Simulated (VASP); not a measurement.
Here is the system:

```
CELL_PARAMETERS angstrom
      0.00000     2.80237     2.80237
      2.80237     0.00000     2.80237
      2.80237     2.80237     0.00000
ATOMIC_POSITIONS crystal
  K  0.00000 0.00000 0.00000
  F  0.50000 0.50000 0.50000
```

Method: revPBE GGA, VASP's PBE PAW potentials (set 64) (plane waves; VASP). Settings: 520 eV cut-off, 8×8×8 Γ-centred mesh, Gaussian smearing of 0.050 eV, potentials K_sv F.

Predict the energy per atom (σ→0), band gap (on the k-mesh) with the smallest direct gap where there is one.

- band gap (on the k-mesh): 5.78 eV
- smallest direct gap (on the k-mesh): 5.78 eV
- energy per atom (σ→0): -3.960 eV/atom

The absolute energy has meaning only against runs of the same code, potentials and settings.

The compound is KF in the rock salt structure. This cell is one point of a volume scan, at 1.03 of the reference volume.
